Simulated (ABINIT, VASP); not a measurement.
A VASP calculation is set up with these files.

**KPOINTS**
```
Automatic mesh
0
Gamma
8 8 8
0 0 0
```

File POSCAR:
```
WS2
6.6103620
  0.2360817759   0.1363019151   0.9621264312
 -0.2360817759   0.1363019151   0.9621264312
  0.0000000000  -0.2726038302   0.9621264312
W S
1 2
Cart
 -0.0000000000   0.0000000000   0.0019338741
  0.0000000000  -0.0000000000   1.1952871884
  0.0000000000  -0.0000000000   0.7329094302
```

INCAR:
```
ALGO=Normal
EDIFF=1E-6
ENCUT=300
GGA=PS
ISIF=2
ISMEAR=0
LASPH=.True.
LCHARG=.False.
LMAXMIX=6
LREAL=.False.
LWAVE=.False.
NELM=100
PREC=Accurate
SIGMA=0.01
SYSTEM=WS2
```

POTCAR, in this order: W_sv S (PBE.64 set). Program: vasp_std.

Task: Write an input for ABINIT that does the same calculation.

Result: One input that does it (PBEsol, norm-conserving pseudopotentials (PseudoDojo nc-sr-04 PBEsol standard)):
```
# WS2, PseudoDojo nc-sr-04 PBEsol standard
pp_dirpath "./"
pseudos "W.upf, S.upf"
acell 6.6103623206 6.6103623206 6.6103623206 Angstrom
rprim
         0.2360817975    0.1363018894    0.9621263845
        -0.2360817975    0.1363018894    0.9621263845
         0.0000000000   -0.2726037787    0.9621263845
natom 3
ntypat 2
znucl 74 16
typat 1 2 2
xcart
         0.0000000000   -0.0000000000    0.0127836080
         0.0000000000   -0.0000000000    7.9012810094
         0.0000000000   -0.0000000000    4.8447966470
      Angstrom
ecut 1007 eV
ixc -116133
occopt 1
nband 17
kptopt 1
ngkpt 8 8 8
nshiftk 1
shiftk 0 0 0
nstep 80
tolvrs 1.0e-10
diemac 12
prtwf 0
prtden 0
enunit 1
```
Both inputs were run and reached self-consistency, which says nothing on mesh or cut-off. Potentials, basis and cut-offs are each code's own, so they don't translate, and total energies aren't comparable.

Fixed occupations appear in VASP as a very narrow Gaussian smearing.

The structure comes from a computed database's WS2 entry; how it stands against other phases isn't given here. The cell was not relaxed at this level, and its volume differs by -5.9 % from the start's.
